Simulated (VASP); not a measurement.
ZrS (relaxed from the zinc blende structure, space group F-43m): computed properties

All values below come from PBEsol GGA, VASP's PBE PAW potentials (set 64) (plane waves; VASP 6.6.1).

```json
{
  "space_group": "F-43m (216)",
  "cell": "a = 5.681 Å, b = 5.681 Å, c = 5.681 Å, α = 90.00°, β = 90.00°, γ = 90.00°",
  "volume_per_atom": "22.92 Å³/atom",
  "band gap (over mesh and band path)": "none (metal, semimetal or under 0.01 eV)",
  "density": "4.47 g/cm³"
}
```

```
CELL_PARAMETERS angstrom
      0.00000     2.84046     2.84046
      2.84046     0.00000     2.84046
      2.84046     2.84046     0.00000
ATOMIC_POSITIONS crystal
  Zr 0.00000 0.00000 0.00000
  S  0.25000 0.25000 0.25000
```

The structure was generated: ZrS was put into the zinc blende type (F-43m), which need not be its known phase. It was relaxed first, which changed the volume by -32 %. Symmetry was kept, so distortions that lower it aren't found.
